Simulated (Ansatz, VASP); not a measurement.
# Cross-check of In2S3O12 (In2S3O12 (R-3)) between VASP and Ansatz

Aim: how closely do two programs agree when they are given the same cell, functional and k mesh? Of the first pair: The structure shown is the start of the Ansatz relaxation below; VASP solves that cell, so the two are compared at the walk's first step.

Method: plane waves, with VASP 6.6.1 beside it; single point at r2SCAN, in Ansatz 0.2.0.

## Step 1: Set-up

It takes space group R-3 (No. 148, trigonal). Conventional cell: a = 8.448 Å, b = 8.448 Å, c = 23.264 Å, α = 90.00°, β = 90.00°, γ = 120.00°. Nearest to In lie 6 O at 2.13 to 2.14 Å. Nearest to In lie 6 O at 2.12 to 2.14 Å. S has 4 O at 1.47 Å nearest. Nearest to O lie 1 S at 1.47 Å and 1 In at 2.13 Å. Nearest to O lie 1 S at 1.47 Å and 1 In at 2.14 Å. O has 1 S at 1.47 Å and 1 In at 2.14 Å nearest. Farther neighbours and most contacts between anions are not listed.

## Step 2: Ansatz: relaxation, r2SCAN

Ansatz runs on its default PAW (the set named soft_2) files.

The two programs are compared at the cell with which this relaxation starts, whose forces are those of its first step.

File input.yaml:

```yaml
crystal:
  lattice:
    - [4.2240624, 2.4387636, 7.7547826]
    - [-4.2240624, 2.4387636, 7.7547826]
    - [0.0, -4.8775272, 7.7547826]
  atoms:
    - { symbol: In, position: [0.14450329, 0.14450329, 0.14450329] }
    - { symbol: In, position: [0.85549671, 0.85549671, 0.85549671] }
    - { symbol: In, position: [0.34837179, 0.34837179, 0.34837179] }
    - { symbol: In, position: [0.65162821, 0.65162821, 0.65162821] }
    - { symbol: S, position: [0.45594694, 0.04062589, 0.75193153] }
    - { symbol: S, position: [0.04062589, 0.75193153, 0.45594694] }
    - { symbol: S, position: [0.75193153, 0.45594694, 0.04062589] }
    - { symbol: S, position: [0.54405306, 0.95937411, 0.24806847] }
    - { symbol: S, position: [0.95937411, 0.24806847, 0.54405306] }
    - { symbol: S, position: [0.24806847, 0.54405306, 0.95937411] }
    - { symbol: O, position: [0.59807101, 0.01994193, 0.7973341] }
    - { symbol: O, position: [0.01994193, 0.7973341, 0.59807101] }
    - { symbol: O, position: [0.7973341, 0.59807101, 0.01994193] }
    - { symbol: O, position: [0.40192899, 0.98005807, 0.2026659] }
    - { symbol: O, position: [0.98005807, 0.2026659, 0.40192899] }
    - { symbol: O, position: [0.2026659, 0.40192899, 0.98005807] }
    - { symbol: O, position: [0.47213519, 0.85189782, 0.79390572] }
    - { symbol: O, position: [0.85189782, 0.79390572, 0.47213519] }
    - { symbol: O, position: [0.79390572, 0.47213519, 0.85189782] }
    - { symbol: O, position: [0.52786481, 0.14810218, 0.20609428] }
    - { symbol: O, position: [0.14810218, 0.20609428, 0.52786481] }
    - { symbol: O, position: [0.20609428, 0.52786481, 0.14810218] }
    - { symbol: O, position: [0.26247782, 0.13442606, 0.86912394] }
    - { symbol: O, position: [0.13442606, 0.86912394, 0.26247782] }
    - { symbol: O, position: [0.86912394, 0.26247782, 0.13442606] }
    - { symbol: O, position: [0.73752218, 0.86557394, 0.13087606] }
    - { symbol: O, position: [0.86557394, 0.13087606, 0.73752218] }
    - { symbol: O, position: [0.13087606, 0.73752218, 0.86557394] }
    - { symbol: O, position: [0.48912731, 0.16015838, 0.54804188] }
    - { symbol: O, position: [0.16015838, 0.54804188, 0.48912731] }
    - { symbol: O, position: [0.54804188, 0.48912731, 0.16015838] }
    - { symbol: O, position: [0.51087269, 0.83984162, 0.45195812] }
    - { symbol: O, position: [0.83984162, 0.45195812, 0.51087269] }
    - { symbol: O, position: [0.45195812, 0.51087269, 0.83984162] }
basis:
  ecutwfc: 500
  xc_grid: 2
hamiltonian:
  xc: r2scan
kpoints:
  mp_grid: { grid: [4, 4, 4] }
scf:
  occupations: { method: fermi_dirac, width: 0.01 }
  max_iter: 150
output:
  forces: true
  stress: true
relax:
  f_tol: 0.01
  max_steps: 60
  cell: {}
checkpoint:
  write: "../r2scan.run"
  compress: false
  write_wavefunctions: false
  write_every: 100000
```

The run is started by

```
> ansatz run input.yaml --threads 4 --pin off --max-ram 6594MiB --backend cpu --events-out ev --progress --plain --runs-dir out
```

Numbers of over 12 decimals in the logs are rounded to 6 here.

Log:

```text
Engine: ansatz 0.2.0, aarch64-unknown-linux-gnu
Pseudopotentials: kind: paw
Pseudopotential: In, paw, valence charge 13, recommended cutoff 500 eV (meta_gga), In.paw.azcp
Pseudopotential: S, paw, valence charge 6, recommended cutoff 500 eV (meta_gga), S.paw.azcp
Pseudopotential: O, paw, valence charge 6, recommended cutoff 500 eV (meta_gga), O.paw.azcp
Functional definition: r2SCAN
  parameter k0 = 0.174
  parameter k1 = 0.065
  parameter a1 = 4.9479
  exchange = r2scan_x(k0 = k0, k1 = k1, a1 = a1)
  correlation = r2scan_c
Crystal: 34 atoms, lattice volume = 479.315 Å³
Basis set: ecut = 500 eV, 12179 PW (Γ), exchange–correlation on 144×144×144 points (8 copies of the dense FFT grid, shifted against one another)
Bands: 150, of which v1, the nominal top of the filled ones, is band 116 counted from 1 (115 counted from 0)
Symmetry: 6 space group operations
Space group: R-3 (ITA 148), of the structure as read, at distance tolerance 7.8e-5 Å
k-points: 14 of 64
Non-local potential: In, projectors of the file, l = 0: 2, l = 1: 2, l = 2: 2, l = 3: 2
Non-local potential: S, projectors of the file, l = 0: 2, l = 1: 2, l = 2: 2
Non-local potential: O, projectors of the file, l = 0: 2, l = 1: 2, l = 2: 1
PAW form: soft (Blöchl's): semilocal exchange-correlation on the pseudo side does not see the compensation charge
PAW frozen core: In, regenerated for the run's functional (the file was generated under x = pbe(κ = 0.804, μ = 0.219515), c = pbe(β = 0.066725))
PAW frozen core: S, regenerated for the run's functional (the file was generated under x = pbe(κ = 0.804, μ = 0.219515), c = pbe(β = 0.066725))
PAW frozen core: O, regenerated for the run's functional (the file was generated under x = pbe(κ = 0.804, μ = 0.219515), c = pbe(β = 0.066725))
PAW one-centre angular grid: In, 590 points (default); XC on 289 of its mesh's 2783 points in the sphere
PAW one-centre angular grid: S, 302 points (default); XC on 160 Gauss nodes
PAW one-centre angular grid: O, 302 points (default); XC on 160 Gauss nodes
Initial density: superposition of atomic densities (neutral atoms: chi_scale 0, normalization atom), corrected by the library's trained network
Initial wavefunctions: pseudopotential atomic-orbital guess
Functional: x = r2scan, c = r2scan; τ floored in thin density (d = 2e-4 eV/Å³)
SCF iter   1: F=—  HF=-41519.633311 eV  |F-HF|=—  |Δ(HF+E_count)|=         —  Δρ=9.90e-3  dr2=4.42e-1  dr2_τ=3.59e0  ethr=1.77e-3  ⟨swp⟩=6.0  Hψ=9541  notcnv=0  defer=132
preconditioner: auto → Resta (q_TF=auto, 2.418 Å⁻¹)  ε∞=2.9  [insulator: Δε(μ)=4.892 eV  Ē_g=18.677 eV  σ=0.010 eV  W_gap=1.00  n_scr=118 (ndim 8)  ℏωp=25.8 eV  f_vac=0.213  D(μ)=0.00/eV (n_scr^D=0)  ε∞_Penn≈2.9]
SCF iter   2: F=—  HF=-41520.132418 eV  |F-HF|=—  |Δ(HF+E_count)|=   4.99e-1  Δρ=5.03e-3  dr2=5.40e-2  dr2_τ=1.18e-2  ethr=1.90e-4  ⟨swp⟩=2.4  Hψ=4025  notcnv=0  defer=420
SCF iter   3: F=—  HF=-41520.130802 eV  |F-HF|=—  |Δ(HF+E_count)|=   1.62e-3  Δρ=1.49e-3  dr2=6.29e-3  dr2_τ=8.07e-4  ethr=2.33e-5  ⟨swp⟩=2.1  Hψ=3361  notcnv=0  defer=196
automatic band count: iteration 3 solves 134 bands in place of 150: the levels show a gap, and the empty bands left out lie too high to hold charge; the band table lists the bands solved (type scf.n_extra_bands for more)
SCF iter   4: F=—  HF=-41520.131416 eV  |F-HF|=—  |Δ(HF+E_count)|=   6.13e-4  Δρ=3.81e-4  dr2=4.25e-4  dr2_τ=8.50e-5  ethr=2.71e-6  ⟨swp⟩=2.0  Hψ=2744  notcnv=0  defer=196
SCF iter   5: F=—  HF=-41520.131467 eV  |F-HF|=—  |Δ(HF+E_count)|=   5.10e-5  Δρ=1.04e-4  dr2=4.21e-5  dr2_τ=7.61e-6  ethr=1.83e-7  ⟨swp⟩=2.0  Hψ=3189  notcnv=0  defer=196
SCF iter   6: F=—  HF=-41520.131746 eV  |F-HF|=—  |Δ(HF+E_count)|=   2.79e-4  Δρ=3.54e-5  dr2=5.76e-6  dr2_τ=6.95e-7  ethr=1.82e-8  ⟨swp⟩=2.0  Hψ=3189  notcnv=0  defer=196
SCF iter   7: F=—  HF=-41520.131752 eV  |F-HF|=—  |Δ(HF+E_count)|=   6.08e-6  Δρ=9.34e-6  dr2=4.65e-7  dr2_τ=3.47e-8  ethr=2.48e-9  ⟨swp⟩=2.0  Hψ=3280  notcnv=0  defer=196
SCF iter   8: F=-41520.131753 eV  HF=-41520.131753 eV  |F-HF|=1.15e-7  |Δ(HF+E_count)|=   6.98e-7  Δρ=2.81e-6  dr2=4.93e-8  dr2_τ=3.59e-9  ethr=4.31e-11  ⟨swp⟩=5.0  Hψ=7234  notcnv=0
SCF 1 converged in 8 iterations: F = -41520.131753 eV  dr2 = 4.93e-8
  greatest PAW one-centre occupation: 0.991 electrons in one spin orbital (limit 2), on the In atom at site 3 (counted from 0), in its partial waves of l = 2
relax step   1: F+E_penalty+E_count = -41520.13175284 eV  Δ(F+E_penalty+E_count) = +0.000e0 eV  max|allowed force component| = 3.183e-1 eV/Å  Δτ_max = 0.0000 Å  P = +1.328 GPa  Ω = 479.315 Å³  (8 SCF iters, dr2 threshold 1.00e-7 eV, accepted)
[...]
relax step   5: F+E_penalty+E_count = -41520.15466607 eV  Δ(F+E_penalty+E_count) = -3.542e-4 eV  max|allowed force component| = 7.515e-3 eV/Å  Δτ_max = 0.0080 Å  P = +0.003 GPa  Ω = 482.175 Å³  energy of the carried Pulay correction = -1.378e-3 eV  (7 SCF iters, dr2 threshold 1.46e-8 eV, accepted)
[...]
relax step   6: F+E_penalty+E_count = -41520.15597420 eV  Δ(F+E_penalty+E_count) = -1.308e-3 eV  max|allowed force component| = 7.506e-3 eV/Å  Δτ_max = 0.0000 Å  P = +0.000 GPa  Ω = 482.175 Å³  stress off target by 8.79e-3 GPa  SCF on the basis re-selected at this cell (its energy is not comparable with the rows above)  (5 SCF iters)
basis re-selected at this cell: Δ(F+E_penalty+E_count) = -1.308e-3 eV, ΔP = -0.003 GPa vs the last step (what re-selecting the basis moved, of the pressure what is left beyond the Pulay correction that the steps carried, after the strain that the cell walked since its last selection, with what the two solves' SCF thresholds leave and, on support functions, any second-order correction that the steps lacked; it is no m [...]
SCF converged after 5 iterations
Free energy (F): -41520.155974 eV
Harris-Foulkes:  -41520.155974 eV  (|F-HF|=2.39e-9)
Internal energy: -41520.155974 eV  (E = F + TS)
E sigma→0 (E₀):  -41520.155974 eV
Fermi energy:    4.728225 eV
--- Per-component energies (eV) ---
  E_band       = -1479.513397
  E_kinetic    = 5959.486688
  E_local      = -19820.906867  (includes V_loc(G=0)·N_el)
  E_nonlocal   = 2792.995806
  E_hartree    = 7570.694400
  E_xc         = -3102.627911
  E_vxc        = -3530.755622  (∫ρ·V_xc dr)
  E_paw        = -24291.126686  (= ΣΔE_a)
  E_vpaw       = -2251.092899  (= ΣTr[D̂ρ^β])
  E_aug_tail   = 0.024917  (compensation charges beyond the density's cutoff)
  E_vtau       = 229.345726  (kinetic-family band-sum trace: ∫τ·v_τ [+ j·A + Jᵃ·Aᵃ] dr)
  E_ewald      = -10631.133323
  E_core_change = 2.437001  (= ΣΔE_core)
  E_smearing   = -0.000000  (= −TS)
  E_closure    = -0.000000  (closes the sum)
  Σ components = -41520.155974   (vs F -41520.155974, Δ=0.00e0)
--- Forces (eV/Å), atoms counted from 1 ---
  atom   1  In    -0.00000000    -0.00000000     0.00633888
  atom   2  In     0.00000000     0.00000000    -0.00633888
  atom   3  In    -0.00000000     0.00000000     0.00232652
  atom   4  In     0.00000000    -0.00000000    -0.00232652
  atom   5  S      0.00194725     0.00750644    -0.00035612
  atom   6  S      0.00552714    -0.00543959    -0.00035612
  atom   7  S     -0.00747440    -0.00206685    -0.00035612
  atom   8  S     -0.00194725    -0.00750644     0.00035612
  atom   9  S     -0.00552714     0.00543959     0.00035612
  atom  10  S      0.00747440     0.00206685     0.00035612
  atom  11  O     -0.00066434    -0.00143153    -0.00089457
  atom  12  O     -0.00090757     0.00129110    -0.00089457
  atom  13  O      0.00157191     0.00014043    -0.00089457
  atom  14  O      0.00066434     0.00143153     0.00089457
  atom  15  O      0.00090757    -0.00129110     0.00089457
  atom  16  O     -0.00157191    -0.00014043     0.00089457
  atom  17  O     -0.00243433    -0.00188410     0.00249549
  atom  18  O     -0.00041452     0.00305024     0.00249549
  atom  19  O      0.00284885    -0.00116614     0.00249549
  atom  20  O      0.00243433     0.00188410    -0.00249549
  atom  21  O      0.00041452    -0.00305024    -0.00249549
  atom  22  O     -0.00284885     0.00116614    -0.00249549
  atom  23  O     -0.00274324    -0.00231469    -0.00101416
  atom  24  O     -0.00063295     0.00353306    -0.00101416
  atom  25  O      0.00337620    -0.00121838    -0.00101416
  atom  26  O      0.00274324     0.00231469     0.00101416
  atom  27  O      0.00063295    -0.00353306     0.00101416
  atom  28  O     -0.00337620     0.00121838     0.00101416
  atom  29  O     -0.00065395    -0.00146694     0.00000945
  atom  30  O     -0.00094343     0.00129981     0.00000945
  atom  31  O      0.00159739     0.00016713     0.00000945
  atom  32  O      0.00065395     0.00146694    -0.00000945
  atom  33  O      0.00094343    -0.00129981    -0.00000945
  atom  34  O     -0.00159739    -0.00016713    -0.00000945
  max |Σ_I F_I| component: 2.25e-18 eV/Å
--- Stress (GPa, compression-positive) ---
        0.005104       0.000000      -0.000000
       -0.000000       0.005104      -0.000000
       -0.000000      -0.000000      -0.008790
  P = ⅓ Tr σ = 0.0005 GPa (0.005 kbar)
--- Relaxed structure (5 steps of the walk, 5 accepted, 1 SCFs on fresh bases) ---
  F+E_penalty+E_count = -41520.15597420 eV   max|allowed force component| = 7.506e-3 eV/Å   (the final SCF, on the basis selected at the relaxed cell)
  cell:  # Å, volume = 482.1754 Å³
    - [4.229821, 2.442088, 7.779838]
    - [-4.229821, 2.442088, 7.779838]
    - [1.704854817962128e-19, -4.884176, 7.779838]
  atoms:
    - { symbol: In, position: [0.144886, 0.144886, 0.144886] }
    - { symbol: In, position: [0.855114, 0.855114, 0.855114] }
    - { symbol: In, position: [0.347641, 0.347641, 0.347641] }
    - { symbol: In, position: [0.652359, 0.652359, 0.652359] }
    - { symbol: S, position: [0.455931, 0.041219, 0.751571] }
    - { symbol: S, position: [0.041219, 0.751571, 0.455931] }
    - { symbol: S, position: [0.751571, 0.455931, 0.041219] }
    - { symbol: S, position: [0.544069, 0.958781, 0.248429] }
    - { symbol: S, position: [0.958781, 0.248429, 0.544069] }
    - { symbol: S, position: [0.248429, 0.544069, 0.958781] }
    - { symbol: O, position: [0.599353, 0.021752, 0.794591] }
    - { symbol: O, position: [0.021752, 0.794591, 0.599353] }
    - { symbol: O, position: [0.794591, 0.599353, 0.021752] }
    - { symbol: O, position: [0.400647, 0.978248, 0.205409] }
    - { symbol: O, position: [0.978248, 0.205409, 0.400647] }
    - { symbol: O, position: [0.205409, 0.400647, 0.978248] }
    - { symbol: O, position: [0.472198, 0.851621, 0.795051] }
    - { symbol: O, position: [0.851621, 0.795051, 0.472198] }
    - { symbol: O, position: [0.795051, 0.472198, 0.851621] }
    - { symbol: O, position: [0.527802, 0.148379, 0.204949] }
    - { symbol: O, position: [0.148379, 0.204949, 0.527802] }
    - { symbol: O, position: [0.204949, 0.527802, 0.148379] }
    - { symbol: O, position: [0.262565, 0.134833, 0.869938] }
    - { symbol: O, position: [0.134833, 0.869938, 0.262565] }
    - { symbol: O, position: [0.869938, 0.262565, 0.134833] }
    - { symbol: O, position: [0.737435, 0.865167, 0.130062] }
    - { symbol: O, position: [0.865167, 0.130062, 0.737435] }
    - { symbol: O, position: [0.130062, 0.737435, 0.865167] }
    - { symbol: O, position: [0.487788, 0.160642, 0.547406] }
    - { symbol: O, position: [0.160642, 0.547406, 0.487788] }
    - { symbol: O, position: [0.547406, 0.487788, 0.160642] }
    - { symbol: O, position: [0.512212, 0.839358, 0.452594] }
    - { symbol: O, position: [0.839358, 0.452594, 0.512212] }
    - { symbol: O, position: [0.452594, 0.512212, 0.839358] }
```

Reading the cycles: dr2 is the Hartree energy of the density residual (eV), the measure of convergence; HF is the Harris–Foulkes estimate of the energy, which meets the free energy F at convergence.

## Step 3: VASP: single point, r2SCAN, start cell, pair 1

The same cell, functional, mesh and smearing now go to VASP, with its own data sets.

Lines of VASP's logs that name or quote its potential files are left out, and so is its time.

File INCAR:

```
SYSTEM = In2S3O12
PREC = Accurate
ENCUT = 580
EDIFF = 1E-06
NELM = 120
ISMEAR = -1
SIGMA = 0.01
LREAL = Auto
ALGO = Normal
METAGGA = R2SCAN
LASPH = .TRUE.
NBANDS = 140
LORBIT = 11
LWAVE = .FALSE.
LCHARG = .FALSE.
ISIF = 2
GGA_COMPAT = .FALSE.
EFERMI = MIDGAP
LMIXTAU = .TRUE.
KPAR = 4
```

File POSCAR:

```
In2S3O12
1.0
    4.2240620000      2.4387640000      7.7547830000
   -4.2240620000      2.4387640000      7.7547830000
    0.0000000000     -4.8775270000      7.7547830000
In S O
4 6 24
Direct
    0.1445032814      0.1445032814      0.1445033110
    0.8554966073      0.8554966073      0.8554967827
    0.3483717273      0.3483717273      0.3483717987
    0.6516281184      0.6516281184      0.6516282520
    0.4559468983      0.0406258163      0.7519315956
    0.0406258886      0.7519314991      0.4559469225
    0.7519314380      0.4559469094      0.0406259627
    0.5440529904      0.9593740724      0.2480684981
    0.9593740001      0.2480683895      0.5440531712
    0.2480684506      0.5440529793      0.9593741310
    0.5980709863      0.0199419247      0.7973341078
    0.0199418315      0.7973340667      0.5980711206
    0.7973341043      0.5980709306      0.0199419838
    0.4019289024      0.9800579640      0.2026659859
    0.9800580572      0.2026658220      0.4019289731
    0.2026657844      0.4019289581      0.9800581099
    0.4721350923      0.8518977473      0.7939057281
    0.8518977195      0.7939056730      0.4721351752
    0.7939056795      0.4721350710      0.8518978172
    0.5278647534      0.1481020984      0.2060943226
    0.1481021262      0.2060941727      0.5278648755
    0.2060941662      0.5278647747      0.1481022335
    0.2624778418      0.1344259808      0.8691239954
    0.1344259224      0.8691239453      0.2624779503
    0.8691238989      0.2624777370      0.1344261820
    0.7375220469      0.8655739079      0.1308760983
    0.8655739663      0.1308759434      0.7375221434
    0.1308759897      0.7375221517      0.8655739117
    0.4891272365      0.1601583435      0.5480419274
    0.1601583100      0.5480418211      0.4891273763
    0.5480418792      0.4891272610      0.1601583673
    0.5108726522      0.8398415452      0.4519581663
    0.8398415787      0.4519580675      0.5108727174
    0.4519580095      0.5108726277      0.8398417264
```

File KPOINTS:

```
Automatic mesh
0
Gamma
4 4 4
0 0 0
```

PAW data sets: In_d, S and O (PBE family, release 64).

The run is started by

```
> mpirun -np 4 vasp_std
```

Log:

```text
[banner, memory and clock lines left out]
running    4 mpi-ranks, on    1 nodes
[...]
|                                                                             |
|               ----> ADVICE to this user running VASP <----                  |
|                                                                             |
|     You enforced a specific xc type in the INCAR file but a different       |
|     [... a line on the potential file left out ...]
|     I HOPE YOU KNOW WHAT YOU ARE DOING!                                     |
|                                                                             |

 LDA part: xc-table for (None), standard interpolation
 POSCAR, INCAR and KPOINTS ok, starting setup
[...]
entering main loop
       N       E                     dE             d eps       ncg     rms          rms(c)
DAV:   1     0.347025250001E+04    0.34703E+04   -0.11465E+05  3936   0.200E+03
DAV:   2     0.240250360695E+03   -0.32300E+04   -0.30958E+04  4408   0.549E+02
DAV:   3    -0.385516038287E+03   -0.62577E+03   -0.60811E+03  4140   0.256E+02
DAV:   4    -0.436447820177E+03   -0.50932E+02   -0.50335E+02  5200   0.779E+01
[...]
DAV:  21    -0.336700145530E+03   -0.52629E-03   -0.23136E-04  4248   0.642E-02    0.263E-02
DAV:  22    -0.336700150564E+03   -0.50340E-05   -0.14288E-05  5096   0.199E-02    0.150E-02
DAV:  23    -0.336700149805E+03    0.75968E-06   -0.75478E-06  4816   0.121E-02
   1 F= -.33670015E+03 E0= -.33670015E+03  d E =0.000000E+00
```

Parts of OUTCAR (step 3):

```text
  Total        0.2927305      0.2927306      0.1652886     -0.0000014      0.0000000      0.0000000
  in kB        0.9784928      0.9784931      0.5525004     -0.0000048      0.0000000      0.0000000
  external PRESSURE =       0.8364955 kB  Pullay stress =       0.0000000 kB

 POSITION                                       TOTAL-FORCE (eV/Angst)
 -----------------------------------------------------------------------------------
      0.00000      0.00000      3.36177         0.000000      0.000000      0.000537
      0.00000     -0.00000     19.90257         0.000000     -0.000000     -0.000537
      0.00000      0.00000      8.10464         0.000000     -0.000000     -0.001614
      0.00000     -0.00000     15.15971         0.000000      0.000000      0.001614
      1.75434     -2.45654      9.68188        -0.010337      0.011194     -0.011934
     -3.00460     -0.29103      9.68188         0.014862      0.003355     -0.011934
      1.25026      2.74758      9.68188        -0.004526     -0.014549     -0.011934
     -1.75434      2.45654     13.58247         0.010337     -0.011194      0.011934
      3.00460      0.29103     13.58247        -0.014862     -0.003355      0.011934
     -1.25026     -2.74758     13.58247         0.004526      0.014549      0.011934
      2.44205     -2.38183     10.97571         0.004708      0.018045      0.023261
     -3.28375     -0.92397     10.97571         0.013273     -0.013099      0.023261
      0.84170      3.30580     10.97571        -0.017981     -0.004945      0.023261
     -2.44205      2.38183     12.28864        -0.004708     -0.018045     -0.023261
[...]
-----------------------------------------------------------------------------------
    total drift:                                0.000000      0.016458      0.020394

  FREE ENERGIE OF THE ION-ELECTRON SYSTEM (eV)
  ---------------------------------------------------
  free  energy   TOTEN  =      -336.7001498045 eV

  energy  without entropy=     -336.7001498045  energy(sigma->0) =     -336.70014980

[... 3 further parts left out ...]
[key lines of the parts left out:]
E-fermi :   2.7359
```

The run ends at a pressure of 0.08 GPa, with forces up to 0.030 eV/Å.

(Continued in part 2 of 2.)

[Lines on the potential files, build, host, timing and source positions are cut from VASP's logs without a mark.]

[Logs are printed without paths, hosts, clocks, repeated set-up lines and the standing remarks that a program may print on its own settings, such as how far it seeks lower states.]

[Hosts, paths, dates, database ids (printed as entryN), source tags and the programs' standing remarks are cut or masked in the printed files.]
